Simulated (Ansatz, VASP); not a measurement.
# Cross-check of Mg3W7 between VASP and Ansatz, part 2 of 2

Wanted: the spread between two codes on one cell, functional and k mesh.  The structure shown is the end of the VASP relaxation below.

VASP 6.6.1 and Ansatz 0.2.0.

So far: Set-up; VASP: relaxation, PBE.

## (3) Ansatz: single point, PBE

Level of this step: Ansatz beside VASP: Kohn-Sham DFT, plane waves, PBE (Ansatz).

Ansatz runs on its default PAW (the set named soft_2) files.

The same cell, functional, mesh and smearing now go to Ansatz, which takes its cutoff from its data sets.

Contents of input.yaml:

```yaml
crystal:
  lattice:
    - [6.34, 0.0, 0.0]
    - [0.0, 6.34, 0.0]
    - [0.0, 0.0, 20.34]
  atoms:
    - { symbol: Mg, position: [0.0, 0.0, 0.66377439] }
    - { symbol: Mg, position: [0.5, 0.0, 0.66625109] }
    - { symbol: Mg, position: [0.0, 0.5, 0.66625109] }
    - { symbol: Mg, position: [0.0, 0.0, 0.33622561] }
    - { symbol: Mg, position: [0.5, 0.0, 0.33374891] }
    - { symbol: Mg, position: [0.0, 0.5, 0.33374891] }
    - { symbol: W, position: [0.5, 0.5, 0.64329972] }
    - { symbol: W, position: [0.25138915, 0.25138915, 0.57660723] }
    - { symbol: W, position: [0.74861085, 0.25138915, 0.57660723] }
    - { symbol: W, position: [0.25138915, 0.74861085, 0.57660723] }
    - { symbol: W, position: [0.74861085, 0.74861085, 0.57660723] }
    - { symbol: W, position: [0.0, 0.0, 0.5] }
    - { symbol: W, position: [0.5, 0.0, 0.5] }
    - { symbol: W, position: [0.0, 0.5, 0.5] }
    - { symbol: W, position: [0.5, 0.5, 0.5] }
    - { symbol: W, position: [0.25138915, 0.25138915, 0.42339277] }
    - { symbol: W, position: [0.74861085, 0.25138915, 0.42339277] }
    - { symbol: W, position: [0.25138915, 0.74861085, 0.42339277] }
    - { symbol: W, position: [0.74861085, 0.74861085, 0.42339277] }
    - { symbol: W, position: [0.5, 0.5, 0.35670028] }
hamiltonian:
  xc: pbe
  pseudopotentials: { kind: paw }
kpoints:
  mp_grid: { grid: [3, 3, 1] }
scf:
  occupations: { method: gaussian, width: 0.1 }
  n_extra_bands: 9
output:
  forces: true
  eigenvalues: true
```

Launch:

```bash
> ansatz run input.yaml --threads 8 --pin off --max-ram 18432MiB --backend cpu --events-out ev --progress --plain --runs-dir out
```

Numbers of over 12 decimals in the logs are rounded to 6 here.

What it wrote:

```text
scf.n_extra_bands = 9 over 128 filled bands (N_el = 256.0): the run solves 137 bands
Engine: ansatz 0.2.0, aarch64-unknown-linux-gnu
Pseudopotentials: kind: paw
Pseudopotential: Mg, paw, valence charge 10, recommended cutoff 420 eV (normal), Mg.paw.azcp
Pseudopotential: W, paw, valence charge 14, recommended cutoff 420 eV (normal), W.paw.azcp
Functional definition: PBE
  parameter kappa = 0.804
  parameter beta = 0.066725
  exchange = pbe_x(kappa = kappa, mu = beta*pi^2/3)
  correlation = pbe_c(beta = beta)
Crystal: 20 atoms, lattice volume = 817.579 Å³
Basis set: ecut = 420 eV, 15999 PW (Γ), exchange–correlation on 90×90×288 points (8 copies of the dense FFT grid, shifted against one another)
Bands: 137, of which v1, the nominal top of the filled ones, is band 128 counted from 1 (127 counted from 0)
Symmetry: 16 space group operations
Space group: P4/mmm (ITA 123), of the structure as read, at distance tolerance 9.4e-5 Å
k-points: 3 of 9
Non-local potential: Mg, projectors of the file, l = 0: 3, l = 1: 2, l = 2: 1
Non-local potential: W, projectors of the file, l = 0: 3, l = 1: 2, l = 2: 2, l = 3: 1
PAW form: soft (Blöchl's): semilocal exchange-correlation on the pseudo side does not see the compensation charge
PAW one-centre angular grid: Mg, 110 points (default); XC on 64 Gauss nodes
PAW one-centre angular grid: W, 590 points (default); XC on 64 Gauss nodes
Initial density: superposition of atomic densities (neutral atoms: chi_scale 0, normalization atom), corrected by the library's trained network
Initial wavefunctions: pseudopotential atomic-orbital guess
Functional: x = pbe(κ = 0.804, μ = 0.219515), c = pbe(β = 0.066725)
SCF iter   1: F=—  HF=-156919.260885 eV  |F-HF|=—  |Δ(HF+E_count)|=         —  Δρ=4.54e-3  dr2=3.28e-1  ethr=1.77e-3  ⟨swp⟩=9.0  Hψ=1995  notcnv=0
preconditioner: auto → LDOS  [insulator: Δε(μ)=0.120 eV  Ē_g=3.496 eV  σ=0.100 eV  W_gap=0.59  n_scr=162 (ndim 8)  ℏωp=12.7 eV  f_vac=0.510  D(μ)=9.28/eV (n_scr^D=40)  ε∞_Penn≈14.2  β→1.0]
SCF iter   2: F=—  HF=-156919.377437 eV  |F-HF|=—  |Δ(HF+E_count)|=   1.17e-1  Δρ=5.89e-3  dr2=1.15e0  ethr=1.28e-4  ⟨swp⟩=3.0  Hψ=1003  notcnv=0  defer=4
SCF iter   3: F=—  HF=-156919.248989 eV  |F-HF|=—  |Δ(HF+E_count)|=   1.28e-1  Δρ=1.43e-3  dr2=6.51e-2  ethr=1.28e-4  ⟨swp⟩=2.0  Hψ=626  notcnv=0  defer=4
SCF iter   4: F=—  HF=-156919.242422 eV  |F-HF|=—  |Δ(HF+E_count)|=   6.57e-3  Δρ=3.62e-4  dr2=3.15e-3  ethr=2.54e-5  ⟨swp⟩=2.0  Hψ=553  notcnv=0  defer=4
SCF iter   5: F=—  HF=-156919.242151 eV  |F-HF|=—  |Δ(HF+E_count)|=   2.71e-4  Δρ=1.60e-4  dr2=5.94e-4  ethr=1.23e-6  ⟨swp⟩=3.0  Hψ=576  notcnv=0  defer=4
SCF iter   6: F=—  HF=-156919.242139 eV  |F-HF|=—  |Δ(HF+E_count)|=   1.23e-5  Δρ=3.86e-5  dr2=3.21e-5  ethr=2.32e-7  ⟨swp⟩=3.0  Hψ=575  notcnv=0  defer=4
SCF iter   7: F=—  HF=-156919.241926 eV  |F-HF|=—  |Δ(HF+E_count)|=   2.12e-4  Δρ=2.22e-5  dr2=1.47e-5  ethr=1.25e-8  ⟨swp⟩=3.0  Hψ=665  notcnv=0
SCF iter   8: F=—  HF=-156919.241928 eV  |F-HF|=—  |Δ(HF+E_count)|=   1.65e-6  Δρ=8.71e-6  dr2=1.72e-6  ethr=5.75e-9  ⟨swp⟩=2.0  Hψ=545  notcnv=0
SCF iter   9: F=—  HF=-156919.241928 eV  |F-HF|=—  |Δ(HF+E_count)|=   1.51e-7  Δρ=3.47e-6  dr2=1.62e-7  ethr=6.73e-10  ⟨swp⟩=2.3  Hψ=566  notcnv=0
SCF iter  10: F=-156919.241928 eV  HF=-156919.241928 eV  |F-HF|=8.27e-9  |Δ(HF+E_count)|=   2.83e-8  Δρ=1.17e-6  dr2=1.94e-8  ethr=3.91e-11  ⟨swp⟩=13.7  Hψ=1845  notcnv=0
SCF 1 converged in 10 iterations: F = -156919.241928 eV  dr2 = 1.94e-8
  greatest PAW one-centre occupation: 1.000 electrons in one spin orbital (limit 2), on the Mg atom at site 3 (counted from 0), in its partial waves of l = 0
SCF converged after 10 iterations
Free energy (F): -156919.241928 eV
Harris-Foulkes:  -156919.241928 eV  (|F-HF|=8.27e-9)
Internal energy: -156919.195790 eV  (E = F + TS)
E sigma→0 (E₀):  -156919.218859 eV
Entropy (-TS):   -0.046138 eV (-2.307 meV/atom)
Fermi energy:    5.241709 eV
--- Per-component energies (eV) ---
  E_band       = -6609.653390
  E_kinetic    = 6735.274773
  E_local      = -215350.296458  (includes V_loc(G=0)·N_el)
  E_nonlocal   = 593.185326
  E_hartree    = 103438.505374
  E_xc         = -3896.051455
  E_vxc        = -3547.817610  (∫ρ·V_xc dr)
  E_paw        = -121629.883637  (= ΣΔE_a)
  E_vpaw       = -1916.992661  (= ΣTr[D̂ρ^β])
  E_aug_tail   = -0.000837  (compensation charges beyond the density's cutoff)
  E_ewald      = 73190.071124
  E_smearing   = -0.046138  (= −TS)
  E_closure    = -0.000000  (closes the sum)
  Σ components = -156919.241928   (vs F -156919.241928, Δ=0.00e0)
--- Forces (eV/Å), atoms counted from 1 ---
  atom   1  Mg    -0.00000000     0.00000000     0.07409778
  atom   2  Mg     0.00000000     0.00000000     0.04054638
  atom   3  Mg     0.00000000     0.00000000     0.04054638
  atom   4  Mg    -0.00000000     0.00000000    -0.07409778
  atom   5  Mg     0.00000000     0.00000000    -0.04054638
  atom   6  Mg     0.00000000     0.00000000    -0.04054638
  atom   7  W      0.00000000     0.00000000     0.36384336
  atom   8  W     -0.07504362    -0.07504362     0.07838682
  atom   9  W      0.07504362    -0.07504362     0.07838682
  atom  10  W     -0.07504362     0.07504362     0.07838682
  atom  11  W      0.07504362     0.07504362     0.07838682
  atom  12  W     -0.00000000     0.00000000     0.00000000
  atom  13  W      0.00000000     0.00000000     0.00000000
  atom  14  W      0.00000000     0.00000000     0.00000000
  atom  15  W      0.00000000    -0.00000000     0.00000000
  atom  16  W     -0.07504362    -0.07504362    -0.07838682
  atom  17  W      0.07504362    -0.07504362    -0.07838682
  atom  18  W     -0.07504362     0.07504362    -0.07838682
  atom  19  W      0.07504362     0.07504362    -0.07838682
  atom  20  W      0.00000000     0.00000000    -0.36384336
  max |Σ_I F_I| component: 5.55e-17 eV/Å
--- Band table (eV) ---
  k-point 0: bands = [... 124 lower, 5.2926, 5.2926, 5.4490, 5.4490, 5.4887, 5.7562, 5.8288, 5.8921, ... 5 higher]
  k-point 1: bands = [... 124 lower, 4.6857, 4.7153, 4.8154, 5.1310, 5.5370, 5.5575, 5.6235, 5.7327, ... 5 higher]
  k-point 2: bands = [... 124 lower, 4.3546, 4.4982, 4.7534, 4.7819, 5.1610, 5.3382, 5.3941, 5.6321, ... 5 higher]
```

The job ended after 4.2 s (8 threads of Arm Neoverse V2, shared host; peak memory 1.8 GiB).

Reading the cycles: dr2 is the Hartree energy of the density residual (eV), the measure of convergence; HF is the Harris–Foulkes estimate of the energy, which meets the free energy F at convergence.

## (4) Side by side

Known differences besides the PAW data sets themselves: the data sets hold 256 valence electrons in Ansatz (default PAW (the set named soft_2) files) and 96 in VASP; the cutoff is 420 eV in Ansatz and 330 eV in VASP (PREC = Normal, projectors in real space). Total energies have different zeros and are not compared.

At this near-relaxed geometry the largest component of a force difference is 393 meV/Å.

## (5) What moves the difference

The difference is large enough to ask for its cause, so further runs change the set-up of one program at a time, as the table lists.

```
                                        run  r.m.s. force difference (meV/Å)
                                   as above                               94
    Ansatz's larger PAW set (cutoff 880 eV)                              100
norm-conserving potentials (cutoff 1143 eV)                               98
```

## (6) Results

| Item | Value |
| --- | --- |
| r.m.s. force difference (single point, PBE) | 94 meV/Å |

**Reading.** The r.m.s. force difference is 94 meV/Å (single point, PBE), beyond the 12 meV/Å picked in this series as the mark of a large difference. For single point, PBE: no further run halves the r.m.s. force difference; only Ansatz's side was varied, and Ansatz's runs with other potentials lie closer to each other than to VASP, which for this quantity points to VASP's side; this was not tested here. How closely two codes agree says nothing of how well the functional describes the real material.

[Lines on the potential files, build, host, timing and source positions are cut from VASP's logs without a mark.]

[Logs are printed without paths, hosts, clocks, repeated set-up lines and the standing remarks that a program may print on its own settings, such as how far it seeks lower states.]

[Hosts, paths, dates, database ids (printed as entryN), source tags and the programs' standing remarks are cut or masked in the printed files.]
